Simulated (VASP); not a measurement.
VASP runs on RuAl (CsCl type) share one base input (PBE GGA, plane waves, VASP's PBE PAW potentials (set 64)) and change the settings named in each case.

**POSCAR**
```
RuAl
1
    3.0498000000     0.0000000000     0.0000000000
    0.0000000000     3.0498000000     0.0000000000
    0.0000000000     0.0000000000     3.0498000000
Al Ru
1 1
Direct
  0.5000000000   0.5000000000   0.5000000000
  0.0000000000   0.0000000000   0.0000000000
```

### INCAR
```
SYSTEM = RuAl
PREC = Accurate
ENCUT = 400
EDIFF = 1E-6
NELM = 100
ALGO = Normal
LREAL = .FALSE.
LASPH = .TRUE.
ISMEAR = 1
SIGMA = 0.1
GGA = PE
LMAXMIX = 4
LWAVE = .FALSE.
LCHARG = .FALSE.
ISIF = 2
```

File KPOINTS:
```
Automatic mesh
0
Gamma
11 11 11
0 0 0
```

POTCAR, in this order: Al Ru_pv (PBE.64 set). Program: vasp_std.

```csv
change,E(σ→0) (eV/atom),pressure (GPa)
base run,-7.1070,-8.87
"ENCUT = 520, POTCAR Al Ru_sv (PBE.64 set)",-7.1302,___
"ENCUT = 520, POTCAR Al Ru (PBE.64 set)",-7.1086,-8.40
"ENCUT = 520, POTCAR Al_GW Ru_pv (PBE.64 set)",-7.1134,-8.57
"ENCUT = 800, POTCAR Al_sv_GW Ru_pv (PBE.64 set)",-7.1203,-8.73
ENCUT = 520,-7.1080,-8.42
ENCUT = 800,-7.1081,-8.37
```

Q: Fill in the missing entries.

A: 
- ENCUT = 520, POTCAR Al Ru_sv (PBE.64 set), pressure (GPa): -8.65

Energies of different potentials or functionals have different zeros.  The base run's pressure lies -0.50 GPa from that at 800 eV (Pulay error).

Left out are runs that ran out of time, are held back, or changed the cell or the kind of run, fixed moments of cells without a moment, rows past the twelfth, gaps on odd meshes, pressures of charged cells and columns that move by less than the noise.

The compound is RuAl in the CsCl type structure. The cell was not relaxed at this level. The electron count is odd and the run is not spin-polarised, which forces a metal.
